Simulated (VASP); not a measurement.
# Ti2AlC (P6_3/mmc) in VASP: relaxation of cell and atoms with LDA

Aim: the relaxation of cell and atoms of Ti2AlC with LDA.

Everything below comes from runs of VASP 6.6.1. Logs are shortened: lines on timing, memory, paths and dates and some standing lists are left out, and cuts for length are marked.

## (1) The structure

The structure is hexagonal, space group P6_3/mmc (No. 194). Conventional cell: a = 3.040 Å, b = 3.040 Å, c = 13.590 Å, α = 90.00°, β = 90.00°, γ = 120.00°. Ti (site symmetry 3m) is surrounded by 3 C at 2.09 Å. Around Al (site symmetry -6m2) lie 6 Ti at 2.86 Å and 6 Al at 3.04 Å. C (site symmetry -3m) is surrounded by 6 Ti at 2.09 Å.

The cell was built by a generator and needn't be a form met in nature.

## (2) Relaxation of cell and atoms, LDA

File INCAR:

```
SYSTEM = Ti2AlC
PREC     = Accurate       ! precision mode
ENCUT    = 600            ! plane-wave cutoff, eV
EDIFF    = 1E-6           ! SCF threshold, eV
ISMEAR   = 1              ! smearing method
SIGMA    = 0.2            ! smearing width, eV
LREAL    = .FALSE.        ! projectors in reciprocal space
LASPH    = .TRUE.         ! aspherical terms in the spheres
NELM     = 60             ! most SCF steps
ALGO     = Fast           ! electronic algorithm
ISIF     = 3              ! what is computed and relaxed
LWAVE    = .FALSE.        ! write WAVECAR
LCHARG   = .FALSE.        ! write CHGCAR
IBRION   = 2              ! ionic algorithm
NSW      = 40             ! ionic steps
EDIFFG   = -0.005         ! ionic threshold
KPAR     = 8
```

File KPOINTS:

```
Automatic mesh
0
G
  16 16 4
  0 0 0
```

File POSCAR:

```
Ti2AlC
1.0
    3.0400000000      0.0000000000      0.0000000000
   -1.5200000000      2.6327172275      0.0000000000
    0.0000000000      0.0000000000     13.5900000000
Ti Al C
4 2 2
Direct
    0.3333333333      0.6666666667      0.0840000000
    0.6666666667      0.3333333333      0.9160000000
    0.6666666667      0.3333333333      0.5840000000
    0.3333333333      0.6666666667      0.4160000000
    0.3333333333      0.6666666667      0.7500000000
    0.6666666667      0.3333333333      0.2500000000
    0.0000000000      0.0000000000      0.0000000000
    0.0000000000      0.0000000000      0.5000000000
```

Potentials or basis: VASP PAW LDA potentials, release 64 (Ti_sv, Al, C).

The run is started by

```sh
> cat potpaw_LDA.64/Ti_sv/POTCAR potpaw_LDA.64/Al/POTCAR potpaw_LDA.64/C/POTCAR > POTCAR
> mpirun -np 8 vasp_std > vasp.out
```

OUTCAR:

```text
SYSTEM = Ti2AlC
   PREC = Accurate
   ENCUT = 600
   EDIFF = 1E-6
   ISMEAR = 1
   LREAL = .FALSE.
   LASPH = .TRUE.
   NELM = 60
   ISIF = 3
   IBRION = 2
   NSW = 40
   EDIFFG = -0.005

 ion  position               nearest neighbor table
   1  0.333  0.667  0.084-   7 2.09   7 2.09   7 2.09   6 2.86   6 2.86   6 2.86   2 2.88   2 2.88
                             2 2.88
   2  0.667  0.333  0.916-   7 2.09   7 2.09   7 2.09   5 2.86   5 2.86   5 2.86   1 2.88   1 2.88
                             1 2.88
   3  0.667  0.333  0.584-   8 2.09   8 2.09   8 2.09   5 2.86   5 2.86   5 2.86   4 2.88   4 2.88
                             4 2.88
   4  0.333  0.667  0.416-   8 2.09   8 2.09   8 2.09   6 2.86   6 2.86   6 2.86   3 2.88   3 2.88
                             3 2.88
   5  0.333  0.667  0.750-   2 2.86   3 2.86   2 2.86   3 2.86   2 2.86   3 2.86
   6  0.667  0.333  0.250-   1 2.86   4 2.86   1 2.86   4 2.86   1 2.86   4 2.86
   7  0.000  0.000  0.000-   1 2.09   2 2.09   1 2.09   2 2.09   2 2.09   1 2.09
   8  0.000  0.000  0.500-   3 2.09   4 2.09   4 2.09   3 2.09   3 2.09   4 2.09

  LATTYP: Found a hexagonal cell.
 ALAT       =     3.0400000000
 C/A-ratio  =     4.4703947368

  Lattice vectors:

 A1 = (   3.0400000000,   0.0000000000,   0.0000000000)
 A2 = (  -1.5200000000,   2.6327172275,   0.0000000000)
 A3 = (   0.0000000000,   0.0000000000,  13.5900000000)

Analysis of symmetry for initial positions (statically):
=====================================================================
 Subroutine PRICEL returns:
 Original cell was already a primitive cell.

 Routine SETGRP: Setting up the symmetry group for a
 hexagonal supercell.

 Subroutine GETGRP returns: Found 24 space group operations
 (whereof 12 operations were pure point group operations)
 out of a pool of 24 trial point group operations.

The static configuration has the point symmetry D_3d.
 The point group associated with its full space group is D_6h.

Analysis of symmetry for dynamics (positions and initial velocities):
=====================================================================
 Subroutine PRICEL returns:
 Original cell was already a primitive cell.

 Routine SETGRP: Setting up the symmetry group for a
 hexagonal supercell.

 Subroutine GETGRP returns: Found 24 space group operations
 (whereof 12 operations were pure point group operations)
 out of a pool of 24 trial point group operations.

The dynamic configuration has the point symmetry D_3d.
 The point group associated with its full space group is D_6h.

 Subroutine INISYM returns: Found 24 space group operations
 (whereof 12 operations are pure point group operations),
 and found     1 'primitive' translations

----------------------------------------------------------------------------------------

                                     Primitive cell

  volume of cell :     108.7670

  direct lattice vectors                    reciprocal lattice vectors
     3.040000000  0.000000000  0.000000000     0.328947368  0.189917852  0.000000000
    -1.520000000  2.632717228  0.000000000     0.000000000  0.379835703  0.000000000
     0.000000000  0.000000000 13.590000000     0.000000000  0.000000000  0.073583517

  length of vectors
     3.040000000  3.040000000 13.590000000     0.379835703  0.379835703  0.073583517

  position of ions in fractional coordinates (direct lattice)
     0.333333333  0.666666667  0.084000000
     0.666666667  0.333333333  0.916000000
     0.666666667  0.333333333  0.584000000
     0.333333333  0.666666667  0.416000000
     0.333333333  0.666666667  0.750000000
     0.666666667  0.333333333  0.250000000
     0.000000000  0.000000000  0.000000000
     0.000000000  0.000000000  0.500000000

  ion indices of the primitive-cell ions
   primitive index   ion index
                 1           1
                 2           2
                 3           3
                 4           4
                 5           5
                 6           6
                 7           7
                 8           8

----------------------------------------------------------------------------------------

 KPOINTS: Automatic mesh

Automatic generation of k-mesh.
 Grid dimensions read from file:
 generate k-points for:   16   16    4

 Generating k-lattice:

  Cartesian coordinates                     Fractional coordinates (reciprocal lattice)
     0.020559211  0.011869866  0.000000000     0.062500000  0.000000000  0.000000000
     0.000000000  0.023739731  0.000000000     0.000000000  0.062500000  0.000000000
     0.000000000  0.000000000  0.018395879     0.000000000  0.000000000  0.250000000

  Length of vectors
     0.023739731  0.023739731  0.018395879

  Shift w.r.t. Gamma in fractional coordinates (k-lattice)
     0.000000000  0.000000000  0.000000000

 Subroutine IBZKPT returns following result:
 ===========================================

 Found     90 irreducible k-points:

 Following reciprocal coordinates:
            Coordinates               Weight
  0.000000  0.000000  0.000000      1.000000
  0.062500  0.000000  0.000000      6.000000
  0.125000  0.000000  0.000000      6.000000
  0.187500  0.000000  0.000000      6.000000
  0.250000  0.000000  0.000000      6.000000
  0.312500  0.000000  0.000000      6.000000
[... 16 lines left out ...]
  0.187500  0.187500  0.000000      6.000000
  0.250000  0.187500  0.000000     12.000000
 [... further k-points ...]
   k-points           NKPTS =     90   k-points in BZ     NKDIM =     90   number of bands    NBANDS=     37
   number of dos      NEDOS =    301   number of ions     NIONS =      8
   total plane-waves  NPLWV =  64512
   dimension x,y,z NGX =    24 NGY =   24 NGZ =  112
   dimension x,y,z NGXF=    48 NGYF=   48 NGZF=  224
   ions per type =               4   2   2
   NGX,Y,Z   is equivalent  to a cutoff of  13.12, 13.12, 13.70 a.u.
   NGXF,Y,Z  is equivalent  to a cutoff of  26.25, 26.25, 27.40 a.u.
 SYSTEM =  Ti2AlC
   PREC   = accura    normal or accurate (medium, high low for compatibility)
   ISTART =      0    job   : 0-new  1-cont  2-samecut
   ICHARG =      2    charge: 1-file 2-atom 10-const
   ISPIN  =      1    spin polarized calculation?
   LNONCOLLINEAR =      F non collinear calculations
   LSORBIT =      F    spin-orbit coupling
   LASPH  =      T    aspherical Exc in radial PAW
   ENCUT  =  600.0 eV  44.10 Ry    6.64 a.u.   6.07  6.07 27.14*2*pi/ulx,y,z
   NELM   =     60;   NELMIN=  2; NELMDL= -5     # of ELM steps
   EDIFF  = 0.1E-05   stopping-criterion for ELM
   LREAL  =      F    real-space projection
   EDIFFG = -.5E-02   stopping-criterion for IOM
   NSW    =     40    number of steps for IOM
   IBRION =      2    ionic relax: 0-MD 1-quasi-New 2-CG
   NFREE  =      1    steps in history (QN), initial steepest desc. (CG)
   ISIF   =      3    stress and relaxation
   ISYM   =      2    0-nonsym 1-usesym 2-fastsym
   POTIM  = 0.5000    time-step for ionic-motion
   TEBEG  =    0.0;   TEEND  =   0.0 temperature during run
   PSTRESS=    0.0 pullay stress
   NELECT =      62.0000    total number of electrons
   NUPDOWN=      -1.0000    fix difference up-down
   EMIN   =  10.00;   EMAX   =-10.00  energy-range for DOS
   EFERMI =   0.00;   METHOD = LEGACY
   ISMEAR =     1;   SIGMA  =   0.20  broadening in eV -4-tet -1-fermi 0-gaus
   EFERMI_NEDOS =   21; number of points for ismear=-14 and -15
   IALGO  =     68    algorithm
   IMIX   =      4    mixing-type and parameters
     AMIX     =   0.40;   BMIX     =  1.00
     AMIX_MAG =   1.60;   BMIX_MAG =  1.00
  volume/ion in A,a.u.               =      13.60        91.75
  Fermi-wavevector in a.u.,A,eV,Ry     =   1.357395  2.565105 25.069030  1.842522
  Thomas-Fermi vector in A             =   2.484317
   LORBIT       =      0    0 simple, 1 ext, 2 COOP (PROOUT), +10 PAW based schemes
   GGA     = CA    functional components
   LHFCALC =     F    Hartree Fock is set to
   AEXX    =    0.0000 exact exchange contribution
   IVDW    =     0    specifies the selected vdW correction
   LEPSILON=     F    determine dielectric tensor
   LRPA    =     F    only Hartree local field effects (RPA)
 conjugate gradient relaxation of ions
 non-spin polarized calculation
 RMM-DIIS sequential band-by-band and
 Methfessel and Paxton  Order N= 1 SIGMA  =   0.20
  energy-cutoff  :      600.00
  volume of cell :      108.77
 maximum number of plane-waves:      3672
   NGX = 13   NGY = 13   NGZ = 55

--------------------------------------- Ionic step        1  -------------------------------------------

 number of electron      61.9999996 magnetization

 Free energy of the ion-electron system (eV)
  ---------------------------------------------------
  ext. energy  EPLUGINS =         0.00000000
  ---------------------------------------------------
  free energy    TOTEN  =       -68.92781315 eV

  energy without entropy =      -68.93038070  energy(sigma->0) =      -68.92866900

------------------------ aborting loop because EDIFF is reached ----------------------------------------

  FORCE on cell =-STRESS in cart. coord.  units (eV):
  Direction    XX          YY          ZZ          XY          YZ          ZX
  --------------------------------------------------------------------------------------
  -------------------------------------------------------------------------------------
  Total       -2.7310159     -2.7310159     -2.7525706      0.0000000      0.0000000      0.0000000
  in kB      -40.2288440    -40.2288440    -40.5463523      0.0000000      0.0000000      0.0000000
  external PRESSURE =     -40.3346801 kB  Pullay stress =       0.0000000 kB
[... 153 lines left out ...]
  energy  without entropy=      -68.9624687106  energy(sigma->0) =      -68.96089661

--------------------------------------- Ionic step        5  -------------------------------------------

 number of electron      62.0000009 magnetization

 Free energy of the ion-electron system (eV)
  ---------------------------------------------------
  ext. energy  EPLUGINS =         0.00000000
  ---------------------------------------------------
  free energy    TOTEN  =       -68.96045876 eV

  energy without entropy =      -68.96285185  energy(sigma->0) =      -68.96125646

 E-fermi :   8.2259     XC(G=0): -11.8196

 val. band max:        8.2220893697   @ k =   0.1875   0.0000   0.0000
 cond. band min:       8.2265889069   @ k =   0.3125   0.3125   0.2500
 fundamental gap:      0.0044995372
 Fermi energy:         8.2258814884

 k-point     1 :       0.0000    0.0000    0.0000
  band No.  band energies     occupation
      1     -47.4938      2.00000
      2     -47.4937      2.00000
      3     -47.4028      2.00000
      4     -47.4027      2.00000
      5     -24.4599      2.00000
      6     -24.4569      2.00000
[... 949 lines left out ...]
     36      10.3009     -0.00000
     37      10.4960     -0.00000

 [... further k-points ...]

------------------------ aborting loop because EDIFF is reached ----------------------------------------

  FORCE on cell =-STRESS in cart. coord.  units (eV):
  Direction    XX          YY          ZZ          XY          YZ          ZX
  --------------------------------------------------------------------------------------
  -------------------------------------------------------------------------------------
  Total        0.0229470      0.0229470      0.0304604      0.0000000      0.0000000      0.0000000
  in kB        0.3454726      0.3454726      0.4585891      0.0000000      0.0000000      0.0000000
  external PRESSURE =       0.3831781 kB  Pullay stress =       0.0000000 kB
[... 23 lines left out ...]
  FREE ENERGIE OF THE ION-ELECTRON SYSTEM (eV)
  ---------------------------------------------------
  free  energy   TOTEN  =       -68.9604587636 eV

  energy  without entropy=      -68.9628518479  energy(sigma->0) =      -68.96125646

 reached required accuracy - stopping structural energy minimisation
```

It took 7.2 min on 8 MPI ranks of Intel Xeon Platinum 8488C (Sapphire Rapids), shared host; peak memory 0.52 GiB.

Results:

```
Free energy                            : -68.9605 eV
Relaxed volume                         : 13.30 Å³/atom
Relaxed cell                           : a = 3.016 Å, b = 3.016 Å, c = 13.510 Å, α = 90.00°, β = 90.00°, γ = 120.00°
Space group after relaxing (to 0.05 Å) : P6_3/mmc (No. 194)
Energy gained by relaxing              : 4.1 meV/atom
Ionic steps                            : 5
Pressure after relaxing                : 0.0 GPa
Largest force after relaxing           : 0.004 eV/Å
Band gap on the k mesh                 : none (metal or under the smearing width)
```

Forces in eV/Å, atoms in the order of the input:
```
Ti   0.000  0.000 -0.004
Ti   0.000  0.000  0.004
Ti   0.000  0.000 -0.004
Ti   0.000  0.000  0.004
Al   0.000  0.000  0.000
Al   0.000  0.000  0.000
C    0.000  0.000  0.000
C    0.000  0.000  0.000
```

The path:
```csv
step,energy change (eV),largest force (eV/Å),pressure (GPa),volume (Å³)
1,0.0000,0.3268,-4.03,108.77
2,0.0360,0.6008,6.17,103.47
3,-0.0323,0.0263,-0.10,106.56
4,-0.0323,0.0359,-0.03,106.52
5,-0.0326,0.0044,0.04,106.42
```

Final structure:
```
Ti Al C
1.0
     3.01594    0.00000    0.00000
    -1.50797    2.61188    0.00000
     0.00000    0.00000   13.50972
Ti Al C
4 2 2
Cartesian
  0.0000 1.7413 1.1297
  1.5080 0.8706 12.3800
  1.5080 0.8706 7.8846
  0.0000 1.7413 5.6251
  0.0000 1.7413 10.1323
  1.5080 0.8706 3.3774
  0.0000 0.0000 0.0000
  0.0000 0.0000 6.7549
```

Levels at points of the mesh, in eV from the Fermi level:
```tsv
k point	band 30	band 31	band 32	band 33	band 34	band 35
(0.00, 0.00, 0.00)	0.72	0.93	0.93	0.95	0.95	1.92
(0.50, 0.00, 0.00)	-1.32	-0.67	-0.65	1.74	2.24	2.33
(0.00, 0.00, 0.50)	0.59	0.94	0.94	0.94	0.94	1.94
(0.50, 0.00, 0.50)	-1.32	-0.66	-0.66	2.00	2.00	2.44
```
